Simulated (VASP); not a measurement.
Data:

```xyz
2
Lattice="0.0000 2.9268 2.9268 2.9268 0.0000 2.9268 2.9268 2.9268 0.0000" Properties=species:S:1:pos:R:3 pbc="T T T"
Sn     0.0000     0.0000     0.0000
Te     2.9268     2.9268     2.9268
```

Calculation: PBE GGA, VASP's PBE PAW potentials (set 64) (plane waves; VASP). Run with 500 eV cut-off, 11×11×11 Γ-centred mesh, first-order Methfessel-Paxton smearing of 0.10 eV, potentials Sn_d Te.

Energy and stress use the plane-wave basis of the starting cell.

### Question
The ions, cell shape and volume at an external pressure of 30.0 GPa are relaxed. What does this cell relax into?

### Answer

```xyz
2
Lattice="0.0000 2.8562 2.8562 2.8562 0.0000 2.8562 2.8562 2.8562 0.0000" Properties=species:S:1:pos:R:3 pbc="T T T"
Sn     2.8562     0.0000     2.8562
Te     2.8562     2.8562     2.8562
```
Space group Fm-3m (225), at a tolerance of 0.03 Å.

### Question
How do energy and volume change from the first to the last step?

### Answer
The energy (σ→0) changes by +271.6 meV/atom and the volume by -7.1 %, in 4 ionic steps.

The compound is SnTe in the rock salt structure, which distorts at low temperature. This run relaxes it under an external pressure of 30 GPa. Symmetry was kept, so distortions that lower it aren't found.
